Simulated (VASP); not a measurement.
# What goes wrong when the modes of Bi2Te3 (Tellurobismuthite) are computed with a bad input, part 2 of 2

Aim: see how common mistakes in a phonon run show up, on Bi2Te3 (Tellurobismuthite). The starting structure is a measured crystal structure from the Crystallography Open Database.

VASP 6.6.1.

Results so far: reference A1g (2) 141.5 cm⁻¹.

**3. Modes with a structure that was not relaxed**

Level of this step: LDA; plane waves and PAW (Bi_d, Te) (VASP).

A slip made on purpose: a structure that was not relaxed. Against step 2 the input has another starting structure (also changed: NELM).

File INCAR:

```
SYSTEM = Bi2Te3
PREC = Accurate
ENCUT = 450
EDIFF = 1E-08
NELM = 60
ISMEAR = 0
SIGMA = 0.03
LREAL = .FALSE.
ALGO = Normal
GGA = CA
NBANDS = 30
LORBIT = 11
LWAVE = .FALSE.
LCHARG = .FALSE.
KPAR = 16
IBRION = 6
NFREE = 2
POTIM = 0.015
NSW = 1
ISIF = 2
```

File POSCAR:

```
Bi2Te3
1.0
   -4.3860000000      0.0000000000      0.0000000000
    2.1930000000     -3.7983874210      0.0000000000
    2.1930000000      1.2661291403     10.1656666667
Bi Te
2 3
Direct
    0.2000000000      0.6000000000      0.8000000000
    0.8000000000      0.4000000000      0.2000000000
    0.5810000000      0.7905000000      0.3715000000
    0.4190000000      0.2095000000      0.6285000000
    0.0000000000      0.0000000000      0.0000000000
```

File KPOINTS:

```
Automatic mesh
0
Gamma
6 6 6
0 0 0
```

PAW data sets: Bi_d and Te (LDA family, release 64).

On the command line:

```sh
> mpirun -np 16 vasp_std
```

Log:

```text
[banner, memory and clock lines left out]
running   16 mpi-ranks, on    1 nodes
[...]
[... a notice as in an earlier step ...]

 LDA part: xc-table for (Slater(with rela. corr.)+CA(PZ))
 , standard interpolation
 POSCAR, INCAR and KPOINTS ok, starting setup
[...]
entering main loop
       N       E                     dE             d eps       ncg     rms          rms(c)
DAV:   1     0.416097520405E+03    0.41610E+03   -0.20275E+04  1928   0.139E+03
DAV:   2     0.221259763460E+02   -0.39397E+03   -0.38072E+03  2100   0.372E+02
DAV:   3    -0.200543361712E+02   -0.42180E+02   -0.40280E+02  2446   0.137E+02
DAV:   4    -0.217983247435E+02   -0.17440E+01   -0.17307E+01  2260   0.299E+01
[...]
DAV:  15    -0.215777523280E+02   -0.10803E-07   -0.54123E-08  2020   0.149E-03    0.222E-03
DAV:  16    -0.215777523159E+02    0.12078E-07   -0.16737E-08  1652   0.984E-04    0.281E-04
DAV:  17    -0.215777523165E+02   -0.58117E-09   -0.81081E-09  1116   0.462E-04
   1 F= -.21577752E+02 E0= -.21577752E+02  d E =-.309850E-08
[... from here on, the cycles between the ionic steps are left out ...]
   2 F= -.21577481E+02 E0= -.21577481E+02  d E =-.305938E-08
   3 F= -.21577481E+02 E0= -.21577481E+02  d E =-.305759E-08
   4 F= -.21576273E+02 E0= -.21576273E+02  d E =-.130913E-08
   5 F= -.21577734E+02 E0= -.21577734E+02  d E =-.481538E-08
   6 F= -.21577384E+02 E0= -.21577384E+02  d E =-.313959E-08
   7 F= -.21577384E+02 E0= -.21577384E+02  d E =-.314045E-08
   8 F= -.21574924E+02 E0= -.21574924E+02  d E =-.210757E-08
   9 F= -.21579432E+02 E0= -.21579432E+02  d E =-.355825E-08
  10 F= -.21577463E+02 E0= -.21577463E+02  d E =-.308471E-08
  11 F= -.21577463E+02 E0= -.21577463E+02  d E =-.308492E-08
  12 F= -.21577321E+02 E0= -.21577321E+02  d E =-.285870E-08
  13 F= -.21577321E+02 E0= -.21577321E+02  d E =-.285940E-08
 Finite differences progress:
  Degree of freedom:   6/  6
  Displacement:        2/  2
  Total:              12/ 12
```

It took 3.5 min on 16 MPI ranks of AMD EPYC 7R43, shared host; peak memory 11 GiB.

OUTCAR, selected parts (step 3):

```text
  Total       -1.5707436     -1.5707436     -2.0307263      0.0000000      0.0000000     -0.0000000
  in kB      -14.8597714    -14.8597714    -19.2113649      0.0000000      0.0000000     -0.0000000
  external PRESSURE =     -16.3103026 kB  Pullay stress =       0.0000000 kB

 POSITION                                       TOTAL-FORCE (eV/Angst)
 -----------------------------------------------------------------------------------
      2.19300     -1.26613      8.13253        -0.000000      0.000000     -0.065998
     -2.19300     -1.26613      2.03313         0.000000     -0.000000      0.032481
     -0.00000     -2.53226      3.77655         0.000000      0.000000     -0.161493
      0.00000     -0.00000      6.38912        -0.000000     -0.000000      0.137531
      0.00000      0.00000     -0.01500         0.000000     -0.000000      0.057479
 -----------------------------------------------------------------------------------
    total drift:                               -0.000000     -0.000000      0.000021

  FREE ENERGIE OF THE ION-ELECTRON SYSTEM (eV)
  ---------------------------------------------------
  free  energy   TOTEN  =       -21.5773210747 eV

  energy  without entropy=      -21.5773210718  energy(sigma->0) =      -21.57732107

[... 1 part as in an earlier step ...]

[... 2 further parts left out ...]
[key lines of the parts left out:]
E-fermi :   6.1263
```

The last energy, forces and stress in OUTCAR belong to the last displaced cell, not to that of POSCAR.

With a structure that was not relaxed the modes are at the top A1g (2) 136.6, A2u (2) 124.3 cm⁻¹, at the bottom A1g (1) 58.8, Eg (1) 39.0 cm⁻¹, with 4 more of the listed ones between; the largest shift is -8.2 cm⁻¹, in Eu (1), from the reference.

**4. Modes with low precision and real-space projectors**

A slip made on purpose: low precision and real-space projectors. Against step 2 the input has PREC = Low and LREAL = Auto (also changed: NELM).

Edit INCAR of step 3 so:

```diff
@@ -1,3 +1,3 @@
 SYSTEM = Bi2Te3
-PREC = Accurate
+PREC = Low
 ENCUT = 450
@@ -7,3 +7,3 @@
 SIGMA = 0.03
-LREAL = .FALSE.
+LREAL = Auto
 ALGO = Normal
```

File POSCAR:

```
Bi2Te3
1.0
   -4.3558127779      0.0000000000      0.0000000000
    2.1779063890     -3.7722445199      0.0000000000
    2.1779063890      1.2574148400      9.9601141949
Bi Te
2 3
Direct
    0.1994964963      0.5997482482      0.7992447445
    0.8005035037      0.4002517518      0.2007552555
    0.5824529043      0.7912264522      0.3736793564
    0.4175470957      0.2087735478      0.6263206436
    0.0000000000      0.0000000000      0.0000000000
```

KPOINTS is that of step 3.

On the command line:

```sh
> mpirun -np 16 vasp_std
```

Log:

```text
[banner, memory and clock lines left out]
running   16 mpi-ranks, on    1 nodes
[...]
[... a notice as in an earlier step ...]

|                                                                             |
|               ----> ADVICE to this user running VASP <----                  |
|                                                                             |
|     You have a (more or less) 'small supercell' and for smaller cells       |
|     it is recommended to use the reciprocal-space projection scheme!        |
|     The real-space optimization is not efficient for small cells and it     |
|     is also less accurate ...                                               |
|     Therefore, set LREAL=.FALSE. in the INCAR file.                         |
|                                                                             |

 LDA part: xc-table for (Slater(with rela. corr.)+CA(PZ))
 , standard interpolation
 POSCAR, INCAR and KPOINTS ok, starting setup
[...]
entering main loop
[...]
DAV:   4    -0.219585001886E+02   -0.18494E+01   -0.18356E+01  2208   0.306E+01
[...]
DAV:  14    -0.217765384931E+02    0.89562E-07   -0.75863E-07  2136   0.475E-03    0.157E-03
DAV:  15    -0.217765385074E+02   -0.14297E-07   -0.19879E-07  2016   0.197E-03    0.169E-03
DAV:  16    -0.217765385076E+02   -0.26012E-09   -0.17142E-08  1294   0.846E-04
   1 F= -.21776539E+02 E0= -.21776538E+02  d E =-.288117E-06
[... from here on, the cycles between the ionic steps are left out ...]
   2 F= -.21778734E+02 E0= -.21778734E+02  d E =-.285105E-06
   3 F= -.21773327E+02 E0= -.21773327E+02  d E =-.285899E-06
   4 F= -.21775609E+02 E0= -.21775609E+02  d E =-.139459E-06
   5 F= -.21772655E+02 E0= -.21772655E+02  d E =-.386022E-06
   6 F= -.21775299E+02 E0= -.21775298E+02  d E =-.289107E-06
   7 F= -.21779041E+02 E0= -.21779041E+02  d E =-.293933E-06
   8 F= -.21774368E+02 E0= -.21774368E+02  d E =-.184840E-06
   9 F= -.21784088E+02 E0= -.21784088E+02  d E =-.338297E-06
  10 F= -.21775243E+02 E0= -.21775243E+02  d E =-.287200E-06
  11 F= -.21775243E+02 E0= -.21775243E+02  d E =-.287218E-06
  12 F= -.21771481E+02 E0= -.21771481E+02  d E =-.266687E-06
  13 F= -.21771481E+02 E0= -.21771481E+02  d E =-.266765E-06
 Finite differences progress:
  Degree of freedom:   6/  6
  Displacement:        2/  2
  Total:              12/ 12
```

Elapsed: 1.9 min, on 16 MPI ranks; peak memory 8.1 GiB.

From OUTCAR (step 4):

```text
  Total        1.2947645      1.2947645     -0.9391982     -0.0000000     -0.0000000     -0.0000000
  in kB       12.6755845     12.6755845     -9.1946346     -0.0000000     -0.0000000     -0.0000000
  external PRESSURE =       5.3855115 kB  Pullay stress =       0.0000000 kB

 POSITION                                       TOTAL-FORCE (eV/Angst)
 -----------------------------------------------------------------------------------
      2.17791     -1.25741      7.96057        -0.000000     -0.000000     -0.060672
     -2.17791     -1.25741      1.99955        -0.000000     -0.000000     -0.057680
      0.00000     -2.51483      3.72189        -0.000000     -0.000000     -0.000719
      0.00000      0.00000      6.23823        -0.000000     -0.000000     -0.106817
     -0.00000      0.00000     -0.01500         0.000000      0.000000      0.225887
 -----------------------------------------------------------------------------------
    total drift:                                0.000005     -0.000005      0.204376

  FREE ENERGIE OF THE ION-ELECTRON SYSTEM (eV)
  ---------------------------------------------------
  free  energy   TOTEN  =       -21.7714814223 eV

  energy  without entropy=      -21.7714811556  energy(sigma->0) =      -21.77148129

[... 2 parts as in an earlier step ...]

[... 1 further part left out ...]
[key lines of the parts left out:]
E-fermi :   6.5553
```

Three frequencies should lie near zero, those of the translations, and here fewer than three do (the smallest in size are 67.4, 67.4 and 70.4 cm⁻¹), so no mode of this run is used. As printed, the frequencies run from -268.7 to 187.2 cm⁻¹, imaginary ones as negative numbers.

**5. Modes with a loose electronic threshold**

A slip made on purpose: a loose electronic threshold. Against step 2 the input has EDIFF = 1E-04 (also changed: NELM).

Edit INCAR of step 4 so:

```diff
@@ -1,5 +1,5 @@
 SYSTEM = Bi2Te3
-PREC = Low
+PREC = Accurate
 ENCUT = 450
-EDIFF = 1E-08
+EDIFF = 1E-04
 NELM = 60
@@ -7,3 +7,3 @@
 SIGMA = 0.03
-LREAL = Auto
+LREAL = .FALSE.
 ALGO = Normal
```

POSCAR is that of step 4.

KPOINTS is that of step 4.

On the command line:

```sh
> mpirun -np 16 vasp_std
```

Log:

```text
[... set-up lines as in an earlier step ...]
 entering main loop
       N       E                     dE             d eps       ncg     rms          rms(c)
[... 9 cycles as in an earlier step ...]
DAV:  10    -0.216067439148E+02   -0.21355E-04   -0.88964E-04  1898   0.157E-01
   1 F= -.21606744E+02 E0= -.21606744E+02  d E =-.507951E-06
[... from here on, the cycles between the ionic steps are left out ...]
   2 F= -.21606425E+02 E0= -.21606424E+02  d E =-.545478E-06
   3 F= -.21606422E+02 E0= -.21606422E+02  d E =-.538262E-06
   4 F= -.21605958E+02 E0= -.21605958E+02  d E =-.278603E-06
   5 F= -.21605975E+02 E0= -.21605975E+02  d E =-.689661E-06
   6 F= -.21606329E+02 E0= -.21606329E+02  d E =-.564221E-06
   7 F= -.21606320E+02 E0= -.21606319E+02  d E =-.558886E-06
   8 F= -.21606129E+02 E0= -.21606129E+02  d E =-.352918E-06
   9 F= -.21606139E+02 E0= -.21606139E+02  d E =-.664701E-06
  10 F= -.21606412E+02 E0= -.21606411E+02  d E =-.550205E-06
  11 F= -.21606404E+02 E0= -.21606404E+02  d E =-.548922E-06
  12 F= -.21606254E+02 E0= -.21606254E+02  d E =-.505673E-06
  13 F= -.21606249E+02 E0= -.21606249E+02  d E =-.503707E-06
 Finite differences progress:
  Degree of freedom:   6/  6
  Displacement:        2/  2
  Total:              12/ 12
```

It took 88 s on 16 MPI ranks; peak memory 11 GiB.

Parts of OUTCAR (step 5):

```text
  Total        0.0134315      0.0134315      0.0107498     -0.0000000      0.0000000      0.0000000
  in kB        0.1314924      0.1314924      0.1052388     -0.0000000      0.0000000      0.0000000
  external PRESSURE =       0.1227412 kB  Pullay stress =       0.0000000 kB

 POSITION                                       TOTAL-FORCE (eV/Angst)
 -----------------------------------------------------------------------------------
      2.17791     -1.25741      7.96057        -0.000000     -0.000000     -0.024300
     -2.17791     -1.25741      1.99955        -0.000000     -0.000000     -0.022619
      0.00000     -2.51483      3.72189        -0.000000     -0.000000     -0.013099
      0.00000      0.00000      6.23823        -0.000000     -0.000000     -0.012317
     -0.00000      0.00000     -0.01500         0.000000      0.000000      0.072335
 -----------------------------------------------------------------------------------
    total drift:                               -0.010927      0.000000     -0.009858

  FREE ENERGIE OF THE ION-ELECTRON SYSTEM (eV)
  ---------------------------------------------------
  free  energy   TOTEN  =       -21.6062493274 eV

  energy  without entropy=      -21.6062488237  energy(sigma->0) =      -21.60624908

[... 2 parts as in an earlier step ...]

[... 1 further part left out ...]
[key lines of the parts left out:]
E-fermi :   6.5584
```

With a loose electronic threshold the modes are at the top A1g (2) 144.8, A2u (2) 129.7 cm⁻¹, at the bottom A1g (1) 71.4, Eg (1) 53.7 cm⁻¹, with 4 more of the listed ones between; the largest shift is +11.5 cm⁻¹, in Eg (1), from the reference.

**6. Modes with a cutoff far too low**

A slip made on purpose: a cutoff far too low. Against step 2 the input has ENCUT = 130 (also changed: NELM).

Edit INCAR of step 5 so:

```diff
@@ -2,4 +2,4 @@
 PREC = Accurate
-ENCUT = 450
-EDIFF = 1E-04
+ENCUT = 130
+EDIFF = 1E-08
 NELM = 60
```

POSCAR is that of step 5.

KPOINTS is that of step 5.

On the command line:

```sh
> mpirun -np 16 vasp_std
```

Log:

```text
[... set-up lines as in an earlier step ...]
 entering main loop
       N       E                     dE             d eps       ncg     rms          rms(c)
DAV:   1     0.170888503797E+03    0.17089E+03   -0.11977E+04  2720   0.465E+02
DAV:   2     0.237100405419E+02   -0.14718E+03   -0.14202E+03  2470   0.159E+02
DAV:   3     0.168049185976E+02   -0.69051E+01   -0.68426E+01  2196   0.299E+01
DAV:   4     0.167091079565E+02   -0.95811E-01   -0.95764E-01  2060   0.358E+00
[...]
DAV:  15     0.226442794761E+02   -0.18045E-06   -0.15740E-06  2112   0.435E-03    0.256E-03
DAV:  16     0.226442794254E+02   -0.50776E-07   -0.53553E-08  1850   0.114E-03    0.676E-04
DAV:  17     0.226442794287E+02    0.33388E-08   -0.12570E-08  1502   0.641E-04
   1 F= 0.22644279E+02 E0= 0.22644280E+02  d E =-.166614E-06
[... from here on, the cycles between the ionic steps are left out ...]
   2 F= 0.22644257E+02 E0= 0.22644257E+02  d E =-.165094E-06
   3 F= 0.22644409E+02 E0= 0.22644409E+02  d E =-.165046E-06
   4 F= 0.22640138E+02 E0= 0.22640138E+02  d E =-.635273E-07
   5 F= 0.22648253E+02 E0= 0.22648253E+02  d E =-.293292E-06
   6 F= 0.22644668E+02 E0= 0.22644668E+02  d E =-.169180E-06
   7 F= 0.22644670E+02 E0= 0.22644670E+02  d E =-.169111E-06
   8 F= 0.22651270E+02 E0= 0.22651270E+02  d E =-.885999E-07
   9 F= 0.22638532E+02 E0= 0.22638533E+02  d E =-.249989E-06
  10 F= 0.22644400E+02 E0= 0.22644400E+02  d E =-.165616E-06
  11 F= 0.22644400E+02 E0= 0.22644400E+02  d E =-.165638E-06
  12 F= 0.22644548E+02 E0= 0.22644548E+02  d E =-.154304E-06
  13 F= 0.22644548E+02 E0= 0.22644548E+02  d E =-.154303E-06
 Finite differences progress:
  Degree of freedom:   6/  6
  Displacement:        2/  2
  Total:              12/ 12
```

It took 36 s on 16 MPI ranks; peak memory 3.5 GiB.

OUTCAR, selected parts (step 6):

```text
  Total     -324.5882322   -324.5882322   -324.8762768      0.0000000     -0.0000000     -0.0000000
  in kB    -3177.6787841  -3177.6787843  -3180.4987056      0.0000000     -0.0000000     -0.0000000
  external PRESSURE =   -3178.6187580 kB  Pullay stress =       0.0000000 kB

 POSITION                                       TOTAL-FORCE (eV/Angst)
 -----------------------------------------------------------------------------------
      2.17791     -1.25741      7.96057         0.000000      0.000000      0.266345
     -2.17791     -1.25741      1.99955        -0.000000     -0.000000     -0.275561
      0.00000     -2.51483      3.72189        -0.000000     -0.000000     -0.437954
      0.00000      0.00000      6.23823         0.000000      0.000000      0.411420
     -0.00000      0.00000     -0.01500         0.000000      0.000000      0.035750
 -----------------------------------------------------------------------------------
    total drift:                               -0.000004     -0.000002      0.000083

  FREE ENERGIE OF THE ION-ELECTRON SYSTEM (eV)
  ---------------------------------------------------
  free  energy   TOTEN  =        22.6445476678 eV

  energy  without entropy=       22.6445478221  energy(sigma->0) =       22.64454774

[... 1 part as in an earlier step ...]

[... 2 further parts left out ...]
[key lines of the parts left out:]
E-fermi :   6.4006
```

With a cutoff far too low the modes are at the top A2u (2) 127.4, A1g (2) 123.0 cm⁻¹, at the bottom Eg (1) -38.6, A1g (1) -100.8 cm⁻¹, with 4 more of the listed ones between; A1g (1), real with the reference, turns imaginary. Imaginary, given as negative numbers: Eu (1), A1g (1) and Eg (1).

**7. All runs side by side**

```csv
run,ended,A1g (2),A2u (2),Eg (2),A2u (1),Eu (2),Eu (1),A1g (1),Eg (1),"imaginary modes, each partner counted",core minutes
reference,converged,141.5,127.0,112.1,104.4,100.6,70.2,64.2,42.2,0,68.8
a structure that was not relaxed,converged,136.6,124.3,105.4,98.5,96.2,62.0,58.8,39.0,0,56.5
low precision and real-space projectors,"finished, not usable",-,-,-,-,-,-,-,-,-,30.4
a loose electronic threshold,converged,144.8,129.7,115.0,109.7,102.6,77.0,71.4,53.7,0,23.5
a cutoff far too low,converged,123.0,127.4,105.0,75.2,96.6,-6.7,-100.8,-38.6,5,9.6
```

Modes are in cm⁻¹, degenerate ones as one, matched between runs by symmetry and order. A number in brackets counts the listed modes of one symmetry from the lowest. The symmetry labels come from an automatic analysis and can be wrong where levels nearly coincide. Core minutes are wall time times ranks of the run shown, on a shared host.

**8. Summary of results**

* A1g (2), reference: 141.5 cm⁻¹
* Eg (1), reference: 42.2 cm⁻¹
* A1g (2), a structure that was not relaxed: 136.6 cm⁻¹
* Eg (1), a structure that was not relaxed: 39.0 cm⁻¹
* A1g (2), a loose electronic threshold: 144.8 cm⁻¹
* Eg (1), a loose electronic threshold: 53.7 cm⁻¹
* A1g (2), a cutoff far too low: 123.0 cm⁻¹
* Eg (1), a cutoff far too low: -38.6 cm⁻¹
* run with low precision and real-space projectors: finished, not usable

What this shows: Finished, but so rough that the translations don't all come out near zero: low precision and real-space projectors. Finished, but with signs in the output that stand out against the reference: a structure that was not relaxed, with modes off by up to -8.2 cm⁻¹, in Eu (1) (signs: a pressure of -1.6 GPa on the undisplaced cell and forces of up to 0.15 eV/Å on the undisplaced atoms); a loose electronic threshold, with modes off by up to +12 cm⁻¹, in Eg (1) (signs: a pressure of 0.1 GPa on the undisplaced cell and a translation at -5 cm⁻¹ instead of zero); a cutoff far too low, with A1g (1) turned imaginary, like 2 more of the compared levels (signs: a pressure of -317.9 GPa on the undisplaced cell, forces of up to 0.43 eV/Å on the undisplaced atoms and imaginary modes). The frequencies are harmonic, and the splitting of polar modes by their long-range field is left out. Further runs on this material are not shown.

[Lines on the potential files, build, host, timing and source positions are cut from VASP's logs without a mark.]

[Logs are printed without paths, hosts, clocks, repeated set-up lines and the standing remarks that a program may print on its own settings, such as how far it seeks lower states.]

[Hosts, paths, dates, database ids (printed as entryN), source tags and the programs' standing remarks are cut or masked in the printed files.]
